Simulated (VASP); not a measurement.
Consider the following.

```
Ho
1.0
    1.79000    -3.10037     0.00000
    1.79000     3.10037     0.00000
    0.00000     0.00000     5.62000
Ho
2
Direct
  0.33333   0.66667   0.25000
  0.66667   0.33333   0.75000
```
Starting moments (μB, in the order of the record's atoms Ho Ho): 4.0 4.0.

Calculation: PBE GGA, VASP's PBE PAW potentials (set 64) (plane waves; VASP). Numerical set-up: 300 eV cut-off, 7×7×4 Γ-centred mesh, Gaussian smearing of 0.20 eV, potentials Ho.

Task: Give the spin-up energies of bands 15 to 28 at the high-symmetry points, in eV from the Fermi level.

Result: 
```json
[
 {"band": "15", "Γ": "-2.85", "M": "-2.43", "K": "-2.38", "A": "-2.85", "L": "-2.39", "H": "-2.35"},
 {"band": "16", "Γ": "-2.44", "M": "-2.32", "K": "-2.36", "A": "-2.85", "L": "-2.39", "H": "-2.35"},
 {"band": "17", "Γ": "-2.34", "M": "-2.30", "K": "-2.36", "A": "-2.41", "L": "-2.33", "H": "-2.33"},
 {"band": "18", "Γ": "-2.34", "M": "-2.29", "K": "-2.27", "A": "-2.41", "L": "-2.33", "H": "-2.33"},
 {"band": "19", "Γ": "-2.33", "M": "-2.29", "K": "-2.27", "A": "-2.31", "L": "-2.27", "H": "-2.32"},
 {"band": "20", "Γ": "-2.31", "M": "-2.25", "K": "-2.25", "A": "-2.31", "L": "-2.27", "H": "-2.32"},
 {"band": "21", "Γ": "-2.31", "M": "-2.07", "K": "-2.01", "A": "-2.31", "L": "-2.02", "H": "-2.01"},
 {"band": "22", "Γ": "-2.27", "M": "-2.03", "K": "-2.01", "A": "-2.31", "L": "-2.02", "H": "-2.01"},
 {"band": "23", "Γ": "-2.17", "M": "-1.82", "K": "-0.65", "A": "-2.14", "L": "-1.79", "H": "-0.33"},
 {"band": "24", "Γ": "-1.98", "M": "-1.20", "K": "-0.65", "A": "-2.14", "L": "-1.79", "H": "-0.33"},
 {"band": "25", "Γ": "1.19", "M": "-0.74", "K": "-0.60", "A": "1.24", "L": "0.25", "H": "-0.18"},
 {"band": "26", "Γ": "2.21", "M": "0.07", "K": "-0.26", "A": "1.24", "L": "0.25", "H": "-0.18"},
 {"band": "27", "Γ": "2.21", "M": "1.79", "K": "1.43", "A": "2.11", "L": "1.75", "H": "0.67"},
 {"band": "28", "Γ": "2.51", "M": "1.87", "K": "1.43", "A": "2.11", "L": "1.75", "H": "0.67"}
]
```

Task: Give the spin-down energies of bands 15 to 28 at the high-symmetry points, in eV from the Fermi level.

Result: 
| band | Γ | M | K | A | L | H |
|---|---|---|---|---|---|---|
| 15 | -0.18 | -0.25 | -0.18 | -0.15 | -0.23 | -0.24 |
| 16 | -0.18 | -0.15 | -0.15 | -0.15 | -0.23 | -0.24 |
| 17 | -0.14 | -0.10 | -0.15 | -0.15 | -0.08 | 0.27 |
| 18 | -0.14 | -0.06 | -0.05 | -0.15 | -0.08 | 0.27 |
| 19 | 0.63 | -0.05 | 0.00 | 0.70 | 0.57 | 0.30 |
| 20 | 0.63 | 0.45 | 0.13 | 0.70 | 0.57 | 0.30 |
| 21 | 0.72 | 0.61 | 0.57 | 0.70 | 0.65 | 0.60 |
| 22 | 0.72 | 0.62 | 0.59 | 0.70 | 0.65 | 0.60 |
| 23 | 1.11 | 0.70 | 0.59 | 1.11 | 0.77 | 0.63 |
| 24 | 1.12 | 0.72 | 0.66 | 1.11 | 0.77 | 0.63 |
| 25 | 1.61 | 0.92 | 0.89 | 1.76 | 0.92 | 0.95 |
| 26 | 2.69 | 0.97 | 0.89 | 1.76 | 0.92 | 0.95 |
| 27 | 2.69 | 2.26 | 1.89 | 2.56 | 2.22 | 1.23 |
| 28 | 3.06 | 2.28 | 1.89 | 2.56 | 2.22 | 1.23 |

It has no gap at this level: it comes out as a metal or semimetal.

The structure is a typed Ho crystal. The cell was not relaxed at this level.
